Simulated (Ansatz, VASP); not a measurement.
# Cross-check of AlInH6 between VASP and Ansatz

Aim: how closely do two programs agree when they are given the same cell, functional and k mesh? The cell is generated by rule, not measured, and may not be a known phase. The cell is taken from a series of runs on this material, whose earlier steps may have relaxed, scaled, displaced or heated it; both programs get it as it stands.

Method: plane waves, with VASP 6.6.1 beside it; relaxation of cell and atoms at PBEsol, in Ansatz 0.2.0.

The structure was built from a prototype and need not be the compound's stable phase.

**1. The structure**

The structure is trigonal, space group R-3 (No. 148). Conventional cell: a = 4.608 Å, b = 4.608 Å, c = 12.475 Å, α = 90.00°, β = 90.00°, γ = 120.00°. Nearest to Al lie 6 H at 1.74 Å. Nearest to In lie 6 H at 1.91 Å. H has 1 Al at 1.74 Å and 1 In at 1.91 Å nearest. Farther neighbours are not listed.

**2. Ansatz: relaxation of cell and atoms, PBEsol**

Ansatz runs on its default PAW (the set named soft_2) files.

The relaxed volume is the usual yardstick between codes: in a stiff, nearly cubic crystal its relative difference is about their pressure difference at one cell divided by the bulk modulus.

The input, input.yaml:

```yaml
crystal:
  lattice:
    - [2.3041631693, 1.3303075814, 4.1583247914]
    - [-2.3041631693, 1.3303075814, 4.1583247914]
    - [0.0, -2.6606200968, 4.1583232129]
  atoms:
    - { symbol: Al, position: [0.0, 0.0, 0.0] }
    - { symbol: In, position: [0.5, 0.5, 0.5] }
    - { symbol: H, position: [0.9163295714, 0.6109523994, 0.2350362151] }
    - { symbol: H, position: [0.2350362151, 0.9163295714, 0.6109523994] }
    - { symbol: H, position: [0.6109523994, 0.2350362151, 0.9163295714] }
    - { symbol: H, position: [0.0836704286, 0.3890476006, 0.7649637849] }
    - { symbol: H, position: [0.7649637849, 0.0836704286, 0.3890476006] }
    - { symbol: H, position: [0.3890476006, 0.7649637849, 0.0836704286] }
kpoints:
  mp_grid: { grid: [9, 9, 9] }
hamiltonian:
  xc: pbesol
scf:
  occupations: { method: fixed }
output:
  forces: true
  stress: true
  eigenvalues: true
relax:
  adjacent_minimum: "off"
  f_tol: 0.001
  max_steps: 60
  cell: { stress_tol: 0.01 }
```

Command:

```
ansatz run input.yaml --threads 8 --pin off --max-ram 14336MiB --backend cpu --events-out ev --progress --plain --runs-dir out
```

Numbers of over 12 decimals in the logs are rounded to 6 here.

Output:

```text
Engine: ansatz 0.2.0, aarch64-unknown-linux-gnu
Pseudopotentials: kind: paw
Pseudopotential: Al, paw, valence charge 3, recommended cutoff 420 eV (normal), Al.paw.azcp
Pseudopotential: In, paw, valence charge 13, recommended cutoff 420 eV (normal), In.paw.azcp
Pseudopotential: H, paw, valence charge 1, recommended cutoff 420 eV (normal), H.paw.azcp
Functional definition: PBEsol
  exchange = pbesol_x
  correlation = pbesol_c
Crystal: 8 atoms, lattice volume = 76.478 Å³
Basis set: ecut = 420 eV, 1513 PW (Γ), exchange–correlation on 72×72×72 points (8 copies of the dense FFT grid, shifted against one another)
Bands: 19, of which v1, the nominal top of the filled ones, is band 11 counted from 1 (10 counted from 0)
Symmetry: 6 space group operations
Space group: R-3 (ITA 148), of the structure as read, at distance tolerance 4.2e-5 Å
k-points: 125 of 729
Non-local potential: Al, projectors of the file, l = 0: 2, l = 1: 2, l = 2: 1
Non-local potential: In, projectors of the file, l = 0: 2, l = 1: 2, l = 2: 2, l = 3: 2
Non-local potential: H, projectors of the file, l = 0: 2, l = 1: 1
PAW form: soft (Blöchl's): semilocal exchange-correlation on the pseudo side does not see the compensation charge
PAW frozen core: Al, regenerated for the run's functional, and the local potential with it (the file was generated under x = pbe(κ = 0.804, μ = 0.219515), c = pbe(β = 0.066725))
PAW frozen core: In, regenerated for the run's functional, and the local potential with it (the file was generated under x = pbe(κ = 0.804, μ = 0.219515), c = pbe(β = 0.066725))
PAW one-centre angular grid: Al, 110 points (default); XC on 64 Gauss nodes
PAW one-centre angular grid: In, 590 points (default); XC on 64 Gauss nodes
PAW one-centre angular grid: H, 110 points (default); XC on 64 Gauss nodes
Initial density: superposition of atomic densities (neutral atoms: chi_scale 0, normalization atom), corrected by the library's trained network
Initial wavefunctions: pseudopotential atomic-orbital guess
Functional: x = pbesol(κ = 0.804, μ = 0.123457), c = pbesol(β = 0.046)
SCF iter   1: F=—  HF=-6142.452118 eV  |F-HF|=—  |Δ(HF+E_count)|=         —  Δρ=8.08e-3  dr2=4.11e-2  ethr=1.77e-3  ⟨swp⟩=4.9  Hψ=10711  notcnv=0  defer=734
preconditioner: auto → none  [insulator: Δε(μ)=0.438 eV  Ē_g=15.052 eV  n_scr=14 (ndim 8)  ℏωp=19.9 eV  f_vac=0.000  ε∞_Penn≈2.8]
SCF iter   2: F=—  HF=-6142.439301 eV  |F-HF|=—  |Δ(HF+E_count)|=   1.28e-2  Δρ=2.87e-3  dr2=4.33e-3  ethr=1.87e-4  ⟨swp⟩=2.0  Hψ=3622  notcnv=0  defer=748
SCF iter   3: F=—  HF=-6142.438291 eV  |F-HF|=—  |Δ(HF+E_count)|=   1.01e-3  Δρ=7.91e-4  dr2=5.12e-4  ethr=1.97e-5  ⟨swp⟩=2.0  Hψ=3677  notcnv=0  defer=748
SCF iter   4: F=—  HF=-6142.438129 eV  |F-HF|=—  |Δ(HF+E_count)|=   1.62e-4  Δρ=1.61e-4  dr2=1.27e-5  ethr=2.33e-6  ⟨swp⟩=2.0  Hψ=3670  notcnv=0  defer=748
SCF iter   5: F=—  HF=-6142.438131 eV  |F-HF|=—  |Δ(HF+E_count)|=   1.73e-6  Δρ=2.42e-5  dr2=2.79e-7  ethr=5.76e-8  ⟨swp⟩=2.0  Hψ=3425  notcnv=0  defer=369
SCF iter   6: F=-6142.438131 eV  HF=-6142.438131 eV  |F-HF|=1.57e-9  |Δ(HF+E_count)|=   2.74e-7  Δρ=4.72e-6  dr2=1.13e-8  ethr=4.55e-10  ⟨swp⟩=9.6  Hψ=14542  notcnv=0
SCF 1 converged in 6 iterations: F = -6142.438131 eV  dr2 = 1.13e-8
  greatest PAW one-centre occupation: 0.984 electrons in one spin orbital (limit 2), on the In atom at site 1 (counted from 0), in its partial waves of l = 2
relax step   1: F+E_penalty+E_count = -6142.43813113 eV  Δ(F+E_penalty+E_count) = +0.000e0 eV  max|allowed force component| = 2.283e-3 eV/Å  Δτ_max = 0.0000 Å  P = -0.010 GPa  Ω = 76.478 Å³  (6 SCF iters, dr2 threshold 1.00e-7 eV, accepted)
[...]
relax step   2: F+E_penalty+E_count = -6142.43819845 eV  Δ(F+E_penalty+E_count) = -6.732e-5 eV  max|allowed force component| = 1.721e-3 eV/Å  Δτ_max = 0.0011 Å  P = +0.012 GPa  Ω = 76.423 Å³  energy of the carried Pulay correction = +5.912e-5 eV  (5 SCF iters, dr2 threshold 1.04e-9 eV, accepted)
[...]
relax step   3: F+E_penalty+E_count = -6142.43821016 eV  Δ(F+E_penalty+E_count) = -1.171e-5 eV  max|allowed force component| = 4.801e-4 eV/Å  Δτ_max = 0.0006 Å  P = +0.004 GPa  Ω = 76.414 Å³  energy of the carried Pulay correction = +6.845e-5 eV  (5 SCF iters, dr2 threshold 3.79e-10 eV, accepted)
[...]
relax step   4: F+E_penalty+E_count = -6142.43816032 eV  Δ(F+E_penalty+E_count) = +4.984e-5 eV  max|allowed force component| = 4.764e-4 eV/Å  Δτ_max = 0.0000 Å  P = +0.004 GPa  Ω = 76.414 Å³  stress off target by 3.84e-3 GPa  SCF on the basis re-selected at this cell (its energy is not comparable with the rows above)  (6 SCF iters)
basis re-selected at this cell: Δ(F+E_penalty+E_count) = +4.984e-5 eV, ΔP = -0.001 GPa vs the last step (what re-selecting the basis moved, of the pressure what is left beyond the Pulay correction that the steps carried, after the strain that the cell walked since its last selection, with what the two solves' SCF thresholds leave and, on support functions, any second-order correction that the steps lacked; it is no m [...]
SCF converged after 6 iterations
Free energy (F): -6142.438160 eV
Harris-Foulkes:  -6142.438160 eV  (|F-HF|=3.64e-12)
Internal energy: -6142.438160 eV  (E = F + TS)
E sigma→0 (E₀):  -6142.438160 eV
Fermi energy:    3.193082 eV
--- Per-component energies (eV) ---
  E_band       = -106.194916
  E_kinetic    = 348.091060
  E_local      = -1545.623263  (includes V_loc(G=0)·N_el)
  E_nonlocal   = 388.097179
  E_hartree    = 606.833806
  E_xc         = -304.289445
  E_vxc        = -196.295568  (∫ρ·V_xc dr)
  E_paw        = -4544.309070  (= ΣΔE_a)
  E_vpaw       = -314.124890  (= ΣTr[D̂ρ^β])
  E_aug_tail   = -0.007013  (compensation charges beyond the density's cutoff)
  E_ewald      = -1091.486455
  E_core_change = 0.255042  (= ΣΔE_core)
  E_smearing   = -0.000000  (= −TS)
  E_closure    = 0.000000  (closes the sum)
  Σ components = -6142.438160   (vs F -6142.438160, Δ=0.00e0)
--- Forces (eV/Å), atoms counted from 1 ---
  atom   1  Al    -0.00000000     0.00000000    -0.00000000
  atom   2  In     0.00000000     0.00000000    -0.00000000
  atom   3  H      0.00037093     0.00022869     0.00047644
  atom   4  H     -0.00038352     0.00020689     0.00047644
  atom   5  H      0.00001259    -0.00043558     0.00047644
  atom   6  H     -0.00037093    -0.00022869    -0.00047644
  atom   7  H      0.00038352    -0.00020689    -0.00047644
  atom   8  H     -0.00001259     0.00043558    -0.00047644
  max |Σ_I F_I| component: 2.71e-19 eV/Å
--- Stress (GPa, compression-positive) ---
        0.003841       0.000002       0.000000
       -0.000002       0.003841       0.000000
       -0.000000       0.000000       0.003409
  P = ⅓ Tr σ = 0.0037 GPa (0.037 kbar)
--- Band table (eV; the first three rows and the last of 125) ---
  k-point 0: bands = [... 7 lower, 0.9880, 0.9880, 3.1931, 3.1931, 3.6847, 7.8957, 7.8957, 8.6482, ... 4 higher]
  k-point 1: bands = [... 7 lower, 0.5539, 0.9696, 2.9494, 3.0933, 4.0720, 7.6854, 7.9360, 8.8590, ... 4 higher]
  k-point 2: bands = [... 7 lower, 0.5172, 0.9462, 2.4283, 2.7748, 4.7494, 7.1641, 8.0174, 8.7516, ... 4 higher]
  k-point 124: bands = [... 7 lower, 0.7815, 1.1435, 2.1024, 2.2970, 6.7630, 7.2935, 9.3361, 9.8420, ... 4 higher]
--- Relaxed structure (3 steps of the walk, 3 accepted, 1 SCFs on fresh bases) ---
  F+E_penalty+E_count = -6142.43816032 eV   max|allowed force component| = 4.764e-4 eV/Å   (the final SCF, on the basis selected at the relaxed cell)
  cell:  # Å, volume = 76.4144 Å³
    - [2.302898, 1.329577, 4.159444]
    - [-2.302898, 1.329577, 4.159444]
    - [0, -2.659159, 4.159442]
  atoms:
    - { symbol: Al, position: [0, 0, 0] }
    - { symbol: In, position: [0.500000, 0.500000, 0.500000] }
    - { symbol: H, position: [0.916581, 0.610636, 0.235124] }
    - { symbol: H, position: [0.235124, 0.916581, 0.610636] }
    - { symbol: H, position: [0.610636, 0.235124, 0.916581] }
    - { symbol: H, position: [0.083419, 0.389364, 0.764876] }
    - { symbol: H, position: [0.764876, 0.083419, 0.389364] }
    - { symbol: H, position: [0.389364, 0.764876, 0.083419] }
```

In the SCF lines HF is the Harris–Foulkes energy and dr2 the Hartree energy of the density residual, in eV; the loop may stop once dr2 is under the threshold and the program's other checks hold. Hψ counts applications of the Hamiltonian.

**3. VASP: relaxation of cell and atoms, PBEsol**

The same cell, functional and mesh now go to VASP, with its own data sets.

Lines of VASP's logs that name or quote its potential files are left out, and so is its time.

The input, INCAR:

```
SYSTEM = AlInH6
PREC = Accurate
ENCUT = 500
EDIFF = 1E-07
NELM = 120
ISMEAR = 0
SIGMA = 0.01
LREAL = .FALSE.
ALGO = Normal
GGA = PS
NBANDS = 19
LORBIT = 11
LWAVE = .FALSE.
LCHARG = .FALSE.
ISIF = 3
IBRION = 2
NSW = 80
EDIFFG = -0.005
LASPH = .TRUE.
GGA_COMPAT = .FALSE.
NELMIN = 4
EFERMI = MIDGAP
KPAR = 2
```

The input, POSCAR:

```
AlInH6
1.0
    2.3041630000      1.3303080000      4.1583250000
   -2.3041630000      1.3303080000      4.1583250000
    0.0000000000     -2.6606200000      4.1583230000
Al In H
1 1 6
Direct
    0.0000000000      0.0000000000      0.0000000000
    0.5000000000      0.5000000000      0.5000000000
    0.9163295821      0.6109524009      0.2350361800
    0.2350361800      0.9163295821      0.6109524009
    0.6109524009      0.2350361800      0.9163295821
    0.0836704179      0.3890475991      0.7649638200
    0.7649638200      0.0836704179      0.3890475991
    0.3890475991      0.7649638200      0.0836704179
```

The input, KPOINTS:

```
Automatic mesh
0
Gamma
9 9 9
0 0 0
```

PAW data sets: Al, In_d and H (PBE family, release 64).

Command:

```
mpirun -np 2 vasp_std
```

Output:

```text
[banner, memory and clock lines left out]
running    2 mpi-ranks, on    1 nodes
 distrk:  each k-point on    1 cores,    2 groups
 distr:  one band on    1 cores,    1 groups

 POSCAR found type information on POSCAR AlInH
 POSCAR found :  3 types and       8 ions
|                                                                             |
|               ----> ADVICE to this user running VASP <----                  |
|                                                                             |
|     You enforced a specific xc type in the INCAR file but a different       |
|     [... a line on the potential file left out ...]
|     I HOPE YOU KNOW WHAT YOU ARE DOING!                                     |
|                                                                             |

 LDA part: xc-table for (Slater+PW92), standard interpolation
 POSCAR, INCAR and KPOINTS ok, starting setup
 FFT: planning ... GRIDC
 FFT: planning ... GRID_SOFT
 FFT: planning ... GRID
 WAVECAR not read
 entering main loop
       N       E                     dE             d eps       ncg     rms          rms(c)
DAV:   1     0.119373685104E+03    0.11937E+03   -0.95204E+03  4756   0.112E+03
DAV:   2    -0.165156278555E+02   -0.13589E+03   -0.13041E+03  4905   0.277E+02
DAV:   3    -0.266482231411E+02   -0.10133E+02   -0.10068E+02  6101   0.805E+01
DAV:   4    -0.268952442802E+02   -0.24702E+00   -0.24684E+00  5681   0.126E+01
DAV:   5    -0.269063260408E+02   -0.11082E-01   -0.11081E-01  6692   0.262E+00    0.872E+00
DAV:   6    -0.257586283692E+02    0.11477E+01   -0.10459E+00  6675   0.166E+01    0.484E+00
DAV:   7    -0.254472671978E+02    0.31136E+00   -0.84250E-01  6389   0.762E+00    0.644E-01
DAV:   8    -0.254446246521E+02    0.26425E-02   -0.54854E-02  5784   0.299E+00    0.868E-01
DAV:   9    -0.254452563788E+02   -0.63173E-03   -0.17877E-03  5404   0.306E-01    0.579E-01
DAV:  10    -0.254459005885E+02   -0.64421E-03   -0.14737E-03  5014   0.324E-01    0.104E-01
DAV:  11    -0.254459058748E+02   -0.52863E-05   -0.79437E-05  7125   0.123E-01    0.428E-02
DAV:  12    -0.254459106111E+02   -0.47363E-05   -0.77463E-06  5180   0.254E-02    0.591E-03
DAV:  13    -0.254459105351E+02    0.75951E-07   -0.19182E-06  5912   0.155E-02    0.149E-02
DAV:  14    -0.254459104770E+02    0.58141E-07   -0.84871E-08  3841   0.196E-03
   1 F= -.25445910E+02 E0= -.25445910E+02  d E =-.254459E+02
[... from here on, the cycles between the ionic steps are left out ...]
   2 F= -.25445992E+02 E0= -.25445992E+02  d E =-.812343E-04
   3 F= -.25446014E+02 E0= -.25446014E+02  d E =-.103547E-03
   4 F= -.25446015E+02 E0= -.25446015E+02  d E =-.104914E-03
   5 F= -.25446049E+02 E0= -.25446049E+02  d E =-.335789E-04
   6 F= -.25446140E+02 E0= -.25446140E+02  d E =-.124134E-03
   7 F= -.25446265E+02 E0= -.25446265E+02  d E =-.250040E-03
   8 F= -.25446293E+02 E0= -.25446293E+02  d E =-.277693E-03
   9 F= -.25446319E+02 E0= -.25446319E+02  d E =-.303178E-03
  10 F= -.25446333E+02 E0= -.25446333E+02  d E =-.140129E-04
 trial-energy change:   -0.000014  1 .order   -0.000014   -0.000087    0.000058
 step:   2.2992(harm=  2.2992)  dis= 0.00106  next Energy=   -25.446344 (dE=-0.258E-04)
 bond charge predicted
       N       E                     dE             d eps       ncg     rms          rms(c)
DAV:   1    -0.254463982714E+02   -0.65747E-04   -0.28092E-03  6221   0.656E-01    0.421E-02
DAV:   2    -0.254463551181E+02    0.43153E-04   -0.13445E-04  6355   0.199E-01    0.203E-02
DAV:   3    -0.254463459396E+02    0.91785E-05   -0.24842E-05  6452   0.905E-02    0.615E-03
DAV:   4    -0.254463450170E+02    0.92259E-06   -0.22385E-06  5776   0.137E-02    0.572E-03
DAV:   5    -0.254463444825E+02    0.53446E-06   -0.27701E-07  5620   0.705E-03    0.111E-03
DAV:   6    -0.254463444331E+02    0.49455E-07   -0.48380E-08  2573   0.208E-03
  11 F= -.25446344E+02 E0= -.25446344E+02  d E =-.258642E-04
 curvature:  -2.43 expect dE=-0.771E-05 dE for cont linesearch -0.124E-07
 trial: gam= 0.16559 g(F)=  0.752E-06 g(S)=  0.242E-05 ort =-0.492E-06 (trialstep = 0.354E+01)
 search vector abs. value=  0.431E-05
 reached required accuracy - stopping structural energy minimisation
```

(Continued in part 2 of 2.)

[Lines on the potential files, build, host, timing and source positions are cut from VASP's logs without a mark.]

[Logs are printed without paths, hosts, clocks, repeated set-up lines and the standing remarks that a program may print on its own settings, such as how far it seeks lower states.]

[Hosts, paths, dates, database ids (printed as entryN), source tags and the programs' standing remarks are cut or masked in the printed files.]
